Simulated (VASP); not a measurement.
Given:

```
CELL_PARAMETERS angstrom
      3.12553     0.00000     0.00000
      0.00000     3.12553     0.00000
      0.00000     0.00000     3.12553
ATOMIC_POSITIONS crystal
  Ru 0.00000 0.00000 0.00000
  Se 0.50000 0.50000 0.50000
```

These are PBE GGA, VASP's PBE PAW potentials (set 64) (plane waves; VASP) values and carry that method's errors. Run with 400 eV cut-off, 13×13×13 Γ-centred mesh, tetrahedra with Blöchl corrections, potentials Ru_pv Se.

Question: Tabulate the total density of states (states/eV per cell) against energy (eV; zero at the valence-band maximum or, without a gap, the Fermi level).

Answer: 
```
E (eV) | DOS (states/eV)
    -9.98 |  0.00
    -9.62 |  0.00
    -9.26 |  0.00
    -8.90 |  0.00
    -8.66 |  0.05
    -8.30 | ## 0.23
    -7.94 | ### 0.37
    -7.58 | #### 0.52
    -7.22 | ########## 1.26
    -6.86 | ################ 2.07
    -6.50 | ######### 1.18
    -6.14 | ######### 1.15
    -5.90 | ######## 1.10
    -5.54 | ####### 0.95
    -5.18 | ####### 0.91
    -4.82 | ####### 0.96
    -4.46 | ####### 0.93
    -4.10 | ######## 1.11
    -3.74 | ######### 1.17
    -3.38 | ################# 2.31
    -3.14 | ###################### 2.87
    -2.78 | ################## 2.42
    -2.42 | ######### 1.16
    -2.06 | #### 0.50
    -1.70 | ############################## 3.98
    -1.34 | ##################### 2.72
    -0.98 | ############### 1.96
    -0.62 | ############ 1.61
    -0.38 | ############### 1.99
    -0.02 | ############### 1.92
     0.34 | #################### 2.60
     0.70 | ######### 1.14
     1.06 | ###### 0.82
     1.42 | ###### 0.81
     1.78 | ########### 1.41
     2.14 | ########### 1.45
     2.38 | ########## 1.39
     2.74 | ##### 0.63
     3.10 |  0.01
     3.46 | #### 0.47
```
Within 2 eV below the Fermi level the largest weight inside VASP's projection spheres is Ru d.

The structure was generated: RuSe was put into the CsCl type type (Pm-3m), which need not be its known phase. It was relaxed first, which changed the volume by -26 %.
